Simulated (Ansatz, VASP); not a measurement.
## LiPS3 in two plane-wave programs

One calculation is typed for both programs; each brings its own data sets. How far apart do they land? The cell is taken from a series of runs on this material, whose earlier steps may have relaxed, scaled, displaced or heated it; both programs get it as it stands.

Calculated with Ansatz 0.2.0; plane waves, with VASP 6.6.1 beside it; G0W0 gap at HF with an exact-exchange share of 1.

## (1) The structure

It takes space group C2/m (No. 12, monoclinic). Conventional cell: a = 11.116 Å, b = 7.007 Å, c = 6.525 Å, α = 90.00°, β = 125.57°, γ = 90.00°. Nearest to Li lie 4 S at 2.54 to 2.58 Å. Nearest to P lie 4 S at 1.99 to 2.15 Å. S has 2 P at 2.15 Å nearest. Nearest to S lie 1 P at 2.01 Å and 2 Li at 2.58 Å. Nearest to S lie 1 P at 1.99 Å and 2 Li at 2.54 Å. Farther neighbours and most contacts between anions are not listed.

As a file:

```xyz
10
Lattice="5.5578 -3.5035 0.0000 5.5578 3.5035 0.0000 -3.7958 0.0000 5.3074" Properties=species:S:1:pos:R:3 pbc="T T T"
Li    5.5578   -1.8156    0.0000
Li    5.5578    1.8156    0.0000
P    -0.4875    0.0000    3.0678
P     7.8073    0.0000    2.2397
S     3.6599    1.9337    2.6537
S     3.6599   -1.9337    2.6537
S     0.9812    0.0000    1.6915
S     6.3386    0.0000    3.6159
S     0.0167    0.0000    4.9933
S     7.3031    0.0000    0.3141
```

## (2) VASP: G0W0 gap, HF with an exact-exchange share of 1

Quasiparticle shifts depend on high empty states and on the cores, so they are the hardest test of two PAW sets.

Lines of VASP's logs that name or quote its potential files are left out, and so is its time.

The run reads the wave functions of an earlier VASP run, which isn't shown here.

The input, INCAR:

```
SYSTEM = LiPS3
PREC = Accurate
ENCUT = 460
ISMEAR = 0
SIGMA = 0.01
LREAL = .FALSE.
LHFCALC = .TRUE.
AEXX = 1
GGA = PE
ALDAC = 0
AGGAC = 0
LASPH = .TRUE.
NBANDS = 495
PRECFOCK = Fast
ALGO = EVGW0
NELMGW = 1
ENCUTGW = 100
NOMEGA = 64
NBANDSGW = 34
LWAVE = .FALSE.
LCHARG = .FALSE.
```

The input, POSCAR:

```
LiPS3
1.0
    5.5578000000     -3.5035000000      0.0000000000
    5.5578000000      3.5035000000      0.0000000000
   -3.7957895619      0.0000000000      5.3074392707
Li P S
2 2 6
Direct
    0.7591184309      0.2408815691      0.0000000000
    0.2408815691      0.7591184309      0.0000000000
    0.1535229576      0.1535229576      0.5780140654
    0.8464770424      0.8464770424      0.4219859346
    0.2240344925      0.7759655075      0.5000000000
    0.7759655075      0.2240344925      0.5000000000
    0.1971067740      0.1971067740      0.3187113102
    0.8028932260      0.8028932260      0.6812886898
    0.3227742362      0.3227742362      0.9408133490
    0.6772257638      0.6772257638      0.0591866510
```

The input, KPOINTS:

```
Automatic mesh
0
Gamma
2 2 2
0 0 0
```

PAW data sets: Li_sv_GW, P_GW and S_GW (PBE family, release 64).

Run with:

```
$ export OMP_NUM_THREADS=3
$ mpirun -np 1 vasp_std
```

Numbers of over 12 decimals in the logs are rounded to 6 here.

The program printed:

```text
[banner, memory and clock lines left out]
running    1 mpi-ranks, on    1 nodes
 distrk:  each k-point on    1 cores,    1 groups
 distr:  one band on    1 cores,    1 groups
 Offloading initialized ...    1 GPUs detected
 POSCAR found type information on POSCAR LiP S
 POSCAR found :  3 types and      10 ions
|                                                                             |
|           W    W    AA    RRRRR   N    N  II  N    N   GGGG   !!!           |
|           W    W   A  A   R    R  NN   N  II  NN   N  G    G  !!!           |
|           W    W  A    A  R    R  N N  N  II  N N  N  G       !!!           |
|           W WW W  AAAAAA  RRRRR   N  N N  II  N  N N  G  GGG   !            |
|           WW  WW  A    A  R   R   N   NN  II  N   NN  G    G                |
|           W    W  A    A  R    R  N    N  II  N    N   GGGG   !!!           |
|                                                                             |
|     The default for ENCUTGWSOFT is different in this version of VASP.       |
|     please manually set ENCUTGWSOFT =100 in the INCAR file.                 |
|                                                                             |

 LDA part: xc-table for (Slater+PW92), standard interpolation
 found WAVECAR, reading the header
 POSCAR, INCAR and KPOINTS ok, starting setup
 FFT: planning ... GRIDC
 FFT: planning ... GRID_SOFT
 FFT: planning ... GRID
 reading WAVECAR
 the WAVECAR file was read successfully
 initial charge from wavefunction
 available memory per node:   1658.30 GB, setting MAXMEM to   1698095

 The Fermi energy was updated, please check that it is located mid-gap
 values below the HOMO (VB) or above the LUMO (CB) will cause erroneous energies
 E-fermi :   4.2333

 calculate exact exchange contribution
 the WAVEDER file was read successfully
energies w=
    0.000    0.000    1.429    0.000    2.855    0.000    4.275    0.000
    5.687    0.000    7.087    0.000    8.475    0.000    9.847    0.000
   11.204    0.000   12.544    0.000   13.866    0.000   15.170    0.000
   16.458    0.000   17.728    0.000   18.983    0.000   20.223    0.000
   21.450    0.000   22.665    0.000   23.869    0.000   25.066    0.000
   26.256    0.000   27.442    0.000   28.627    0.000   29.812    0.000
   31.000    0.000   32.194    0.000   33.396    0.000   34.610    0.000
   35.839    0.000   37.085    0.000   38.354    0.000   39.648    0.000
   40.971    0.000   42.329    0.000   43.727    0.000   45.170    0.000
   46.664    0.000   48.216    0.000   49.835    0.000   51.528    0.000
   53.306    0.000   55.180    0.000   57.164    0.000   59.272    0.000
   61.522    0.000   63.936    0.000   66.536    0.000   69.353    0.000
   72.421    0.000   75.782    0.000   79.488    0.000   83.600    0.000
   88.199    0.000   93.383    0.000   99.278    0.000  106.051    0.000
  113.917    0.000  123.172    0.000  134.222    0.000  147.646    0.000
  164.297    0.000  185.488    0.000  213.341    0.000  251.540    0.000
 responsefunction array rank=     479
 LDA part: xc-table for (Slater+PW92), standard interpolation

 min. memory requirement per mpi rank    956.5 MB, per node    956.5 MB

 allocating  64 responsefunctions rank=   479
 shmem allocating  64 responsefunctions rank=   479
 response function shared by NCSHMEM nodes    1
 Doing            64  frequencies on each core in blocks of            64
NQ=   1    0.0000    0.0000    0.0000,
|.........|.........|.........|.........|.........|.........|.........|.........
 performed        397000 updates of chi_q(r,r)
 total number of BLAS operations        728.82 Gflops
NQ=   2    0.5000    0.0000    0.0000,
|.........|.........|.........|.........|.........|.........|.........|.........
 performed        861000 updates of chi_q(r,r)
 total number of BLAS operations       1570.57 Gflops
NQ=   3    0.5000    0.5000    0.0000,
|.........|.........|.........|.........|.........|.........|.........|.........
 performed       1258000 updates of chi_q(r,r)
 total number of BLAS operations       2266.30 Gflops
NQ=   4    0.0000    0.0000    0.5000,
|.........|.........|.........|.........|.........|.........|.........|.........
 performed       1655000 updates of chi_q(r,r)
 total number of BLAS operations       2979.99 Gflops
NQ=   5    0.5000    0.0000    0.5000,
|.........|.........|.........|.........|.........|.........|.........|.........
 performed       2119000 updates of chi_q(r,r)
 total number of BLAS operations       3800.65 Gflops
NQ=   6    0.5000    0.5000    0.5000,
|.........|.........|.........|.........|.........|.........|.........|.........
 performed       2516000 updates of chi_q(r,r)
 total number of BLAS operations       4496.38 Gflops
 resolving degeneracies of screened two electron integrals

 calculate QP shifts <psi_nk| G(iteration)W_0 |psi_nk>: iteration 1
 entering main loop
```

OUTCAR, selected parts (step 2):

```text
ion  position               nearest neighbor table
   1  0.759  0.241  0.000-
   2  0.241  0.759  0.000-
   3  0.154  0.154  0.578-   9 1.99   7 2.01   5 2.15   6 2.15
   4  0.846  0.846  0.422-  10 1.99   8 2.01   5 2.15   6 2.15
   5  0.224  0.776  0.500-   3 2.15   4 2.15
   6  0.776  0.224  0.500-   3 2.15   4 2.15
   7  0.197  0.197  0.319-   3 2.01
   8  0.803  0.803  0.681-   4 2.01
   9  0.323  0.323  0.941-   3 1.99
  10  0.677  0.677  0.059-   4 1.99

  LATTYP: Found a base centered monoclinic cell.
 ALAT       =    11.1156000000
 B/A-ratio  =     0.6303753284
 C/A-ratio  =     0.5870218432
 COS(beta)  =    -0.5817212858

 Subroutine GETGRP returns: Found  4 space group operations
 (whereof  4 operations were pure point group operations)

The static configuration has the point symmetry C_2h.

 Found      6 irreducible k-points:

   k-points           NKPTS =      6   k-points in BZ     NKDIM =      8   number of bands    NBANDS=    495

   dimension x,y,z NGX =    48 NGY =   48 NGZ =   48
   dimension x,y,z NGXF=    96 NGYF=   96 NGZF=   96

   ENCUT  =  460.0 eV  33.81 Ry    5.81 a.u.  11.49 11.49 11.41*2*pi/ulx,y,z

   NELECT =      52.0000    total number of electrons

  energy-cutoff  :      460.00
  volume of cell :      206.69
      direct lattice vectors                 reciprocal lattice vectors
     5.557800000 -3.503500000  0.000000000     0.089963655 -0.142714428  0.064340463
     5.557800000  3.503500000  0.000000000     0.089963655  0.142714428  0.064340463
    -3.795789562  0.000000000  5.307439271    -0.000000000  0.000000000  0.188414780

 k-points in reciprocal lattice and weights: Automatic mesh
   0.00000000  0.00000000  0.00000000       0.125
   0.50000000  0.00000000  0.00000000       0.250
   0.50000000  0.50000000  0.00000000       0.125
   0.00000000  0.00000000  0.50000000       0.125
   0.50000000  0.00000000  0.50000000       0.250
   0.50000000  0.50000000  0.50000000       0.125

 E-fermi :   4.2333

 QP shifts <psi_nk| G(iteration)W_0 |psi_nk>: iteration 1
 for sc-GW calculations column KS-energies equals QP-energies in previous step
 and V_xc(KS)=  KS-energies - (<T + V_ion + V_H > + <T+V_H+V_ion>^1  + <V_x>^1)
 k-point   1 :       0.0000    0.0000    0.0000
  band No.  KS-energies  QP-energies   sigma(KS)   V_xc(KS)     V^pw_x(r,r')   Z            occupation Imag(sigma)
    ...
     23      -1.4601      -0.1420     -14.8256     -16.3242     -16.3241       0.8796       2.0000       0.0771
     24      -0.9760       0.2577     -15.0535     -16.4550     -16.4549       0.8803       2.0000       0.0731
     25      -0.8584       0.4149     -14.9773     -16.4232     -16.4232       0.8807       2.0000       0.0740
     26      -0.6259       0.6988     -15.0658     -16.5711     -16.5716       0.8800       2.0000       0.0752
     27       9.4866       6.8042      -9.5783      -6.5383      -6.5386       0.8824       0.0000      -0.0926
     28       9.9115       7.2339      -9.2706      -6.2478      -6.2485       0.8858       0.0000      -0.0897
     29      10.7476       7.9736      -9.5958      -6.4574      -6.4579       0.8839       0.0000      -0.0949
     30      11.2436       8.5721      -8.1116      -5.1116      -5.1120       0.8905       0.0000      -0.0915
    ...

 k-point   2 :       0.5000    0.0000    0.0000
  band No.  KS-energies  QP-energies   sigma(KS)   V_xc(KS)     V^pw_x(r,r')   Z            occupation Imag(sigma)
    ...
     23      -1.7882      -0.4228     -14.7781     -16.3323     -16.3322       0.8786       2.0000       0.0811
     24      -1.5469      -0.1601     -14.7086     -16.2874     -16.2877       0.8784       2.0000       0.0805
     25      -1.2309       0.0941     -14.8212     -16.3276     -16.3277       0.8796       2.0000       0.0781
     26      -1.1486       0.1701     -14.9416     -16.4402     -16.4402       0.8800       2.0000       0.0763
     27       9.3152       6.6360      -9.2235      -6.1970      -6.1974       0.8852       0.0000      -0.0906
     28      10.1588       7.5307      -8.9043      -5.9406      -5.9408       0.8868       0.0000      -0.0904
     29      10.7885       8.0875      -8.8239      -5.7782      -5.7781       0.8868       0.0000      -0.0929
     30      11.3340       8.5539      -8.3886      -5.2506      -5.2510       0.8859       0.0000      -0.0979
    ...

 k-point   3 :       0.5000    0.5000    0.0000
  band No.  KS-energies  QP-energies   sigma(KS)   V_xc(KS)     V^pw_x(r,r')   Z            occupation Imag(sigma)
    ...
     23      -2.0104      -0.6239     -14.4460     -16.0255     -16.0257       0.8778       2.0000       0.0845
     24      -1.8808      -0.4954     -14.6725     -16.2495     -16.2493       0.8785       2.0000       0.0822
     25      -1.0614       0.2162     -14.8884     -16.3416     -16.3418       0.8792       2.0000       0.0754
     26      -0.8509       0.4795     -14.9391     -16.4501     -16.4504       0.8805       2.0000       0.0762
     27       9.7419       7.1560      -9.1669      -6.2463      -6.2462       0.8854       0.0000      -0.0899
     28      10.4572       7.7751      -9.0107      -5.9837      -5.9840       0.8861       0.0000      -0.0919
     29      11.0342       8.2337      -9.2175      -6.0498      -6.0498       0.8841       0.0000      -0.0958
     30      11.7564       8.9543      -8.5815      -5.4225      -5.4231       0.8870       0.0000      -0.0966
    ...

 k-point   4 :       0.0000    0.0000    0.5000
  band No.  KS-energies  QP-energies   sigma(KS)   V_xc(KS)     V^pw_x(r,r')   Z            occupation Imag(sigma)
    ...
     23      -1.5094      -0.1344     -14.7123     -16.2778     -16.2780       0.8783       2.0000       0.0808
     24      -1.4806      -0.1061     -14.8186     -16.3829     -16.3831       0.8786       2.0000       0.0792
     25      -1.4369      -0.0803     -14.6870     -16.2314     -16.2316       0.8784       2.0000       0.0801
     26      -1.2733       0.0029     -14.8526     -16.3034     -16.3034       0.8797       2.0000       0.0759
     27       9.0925       6.4299      -9.3760      -6.3662      -6.3665       0.8847       0.0000      -0.0906
     28       9.8166       7.2382      -7.7783      -4.8929      -4.8929       0.8936       0.0000      -0.0867
     29      10.0656       7.3629      -9.1947      -6.1412      -6.1419       0.8851       0.0000      -0.0913
     30      11.3815       8.6565      -8.3404      -5.2753      -5.2757       0.8890       0.0000      -0.0931
    ...

[... 2 further parts left out ...]
```

(Continued in part 2 of 2.)

[Lines on the potential files, build, host, timing and source positions are cut from VASP's logs without a mark.]

[Logs are printed without paths, hosts, clocks, repeated set-up lines and the standing remarks that a program may print on its own settings, such as how far it seeks lower states.]

[Hosts, paths, dates, database ids (printed as entryN), source tags and the programs' standing remarks are cut or masked in the printed files.]
